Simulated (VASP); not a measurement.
An input for Ansatz (written as the equivalent of a VASP run, and not itself run):

Ansatz 0.2 input:
```yaml
crystal:
  lattice:
    - [0.0000000, 2.8599227, 2.8599227]
    - [2.8599227, 0.0000000, 2.8599227]
    - [2.8599227, 2.8599227, 0.0000000]
  atoms:
    - { symbol: Be, position: [0.0000000, 0.0000000, 0.0000000] }
    - { symbol: Te, position: [0.2500000, 0.2500000, 0.2500000] }
kpoints:
  mp_grid: { grid: [9, 9, 9] }
hamiltonian:
  xc: rpbe
  pseudopotentials: { kind: paw }
scf:
  occupations: { method: tetrahedron }
  max_iter: 100
output: { forces: true, stress: true, eigenvalues: true }
```

**Question.** Write the VASP files for the same calculation (RPBE).

**Answer.** This is not unique; one that fits is 
**POSCAR**
```
BeTe
1.0
  0.0000000000   2.8599227221   2.8599227221
  2.8599227221   0.0000000000   2.8599227221
  2.8599227221   2.8599227221   0.0000000000
Be Te
1 1
Cart
  0.0000000000   0.0000000000   0.0000000000
  1.4299613610   1.4299613610   1.4299613610
```

**INCAR**
```
SYSTEM=BeTe
PREC=Accurate; ENCUT=520; LREAL=.FALSE.
LASPH=.TRUE.
EDIFF=1E-7; NELM=100; ALGO=Normal
LMAXMIX=4
ISMEAR=-5
GGA=RP
ISIF=2
LWAVE=.FALSE.; LCHARG=.TRUE.; LORBIT=11
NEDOS=601
```

### KPOINTS
```
Automatic mesh
0
Gamma
9 9 9
0 0 0
```

POTCAR, in this order: Be Te (PBE.64 set). Program: vasp_std.

The two are equivalent in intent, not identical: each code has its own PAW files, so the cut-off isn't converted (ENCUT is set for VASP's; basis.ecutwfc is left out, and Ansatz then takes the one that its files recommend); Ansatz stops its SCF on the density residual and VASP on the energy change (EDIFF).

The compound is BeTe in the zinc blende structure. It was relaxed first.
